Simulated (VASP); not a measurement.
Here is the system:

```xyz
3
Lattice="2.0372 -3.5285 0.0000 2.0372 3.5285 0.0000 0.0000 0.0000 6.6849" Properties=species:S:1:pos:R:3 pbc="T T T"
Mg     0.0000     0.0000     6.6849
I      2.0372     1.1762     1.6542
I      2.0372    -1.1762     5.0307
```

These are LDA (Ceperley-Alder, Perdew-Zunger), VASP's LDA PAW potentials (set 64) (plane waves; VASP) values and carry that method's errors. Settings: 520 eV cut-off, Gaussian smearing of 0.050 eV, potentials Mg I.

Unless said otherwise, spin-orbit coupling is left out, though it shifts the bands of the heavy elements here.

Predict the band gap (along the path) with the smallest direct gap where there is one.

The band gap (along the path) is 3.31 eV. The smallest direct gap (along the path) comes out as 3.60 eV.

Only differences to runs with the same potentials and settings are physical.

The compound is MgI2 in the 1T layered structure. It was relaxed first, which changed the volume by -6 %.
